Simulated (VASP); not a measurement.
HfO2:

```xyz
3
Lattice="0.0000 2.5488 2.5488 2.5488 0.0000 2.5488 2.5488 2.5488 0.0000" Properties=species:S:1:pos:R:3 pbc="T T T"
Hf    0.0000    0.0000    0.0000
O     1.2744    1.2744    1.2744
O     3.8232    3.8232    3.8232
```

Measurements of this composition are mostly on another form, of space group No. 14.

* Program: VASP 6.6.1
* Task: relaxation of cell and atoms
* Functional: LDA
* Potentials or basis: VASP PAW LDA potentials, release 64 (Hf_pv, O)
* Cutoff: 600 eV
* k mesh: 8 × 8 × 8
* Occupations: gaussian, width 0.02 eV
* Spin: no spin polarisation

At the start: pressure -17.4 GPa; volume 11.04 Å³/atom.

**Question.** Where does the relaxation end?

**Answer.** Over 7 steps the energy falls by 43.3 meV/atom and the volume is 10.29 Å³/atom (-6.8 %); space group Fm-3m (No. 225, to 0.05 Å).

The path:
```tsv
step	energy change (eV)	largest force (eV/Å)	pressure (GPa)	volume (Å³)
1	0.0000	0.0000	-17.45	33.12
2	0.2321	0.0000	39.99	27.68
3	-0.1297	0.0000	-0.61	30.94
4	-0.1299	0.0000	-0.11	30.89
5	-0.1298	0.0000	0.30	30.84
6	-0.1298	0.0000	-0.39	30.92
7	-0.1299	0.0000	-0.01	30.88
```

Final structure:
```yaml
crystal:
  lattice:
    - [0.00000, 2.48997, 2.48997]
    - [2.48997, 0.00000, 2.48997]
    - [2.48997, 2.48997, 0.00000]
  atoms:
    - { symbol: Hf, position: [0.00000, 0.00000, 0.00000] }
    - { symbol: O, position: [0.25000, 0.25000, 0.25000] }
    - { symbol: O, position: [0.75000, 0.75000, 0.75000] }
```
